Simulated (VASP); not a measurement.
Data:

```yaml
crystal:
  lattice:
    - [4.70848, 0.00000, 0.00000]
    - [-2.35424, 4.07766, 0.00000]
    - [0.00000, 0.00000, 5.39454]
  atoms:
    - { symbol: Ba, position: [0.00000, 0.00000, 0.50000] }
    - { symbol: Sn, position: [0.66667, 0.33333, 0.89740] }
    - { symbol: Sn, position: [0.33333, 0.66667, 0.10260] }
```

Calculation: PBEsol GGA, VASP's PBE PAW potentials (set 64) (plane waves; VASP). Numerical set-up: 400 eV cut-off, 6×6×5 Γ-centred mesh, tetrahedra with Blöchl corrections, potentials Ba_sv Sn_d.

Unless said otherwise, spin-orbit coupling is left out, though it shifts the bands of the heavy elements here.

### Question
Predict the energy per atom (σ→0), band gap (on the k-mesh) with the smallest direct gap where there is one.

### Answer

```
Item                                                        Result
------------------------  ----------------------------------------
band gap (on the k-mesh)  none (metal, semimetal or under 0.01 eV)
energy per atom (σ→0)                               -4.166 eV/atom
```

Only differences to runs with the same potentials and settings are physical.

The structure comes from a computed database's BaSn2 entry (P-3m1); how it stands against other phases isn't given here. It was relaxed first.
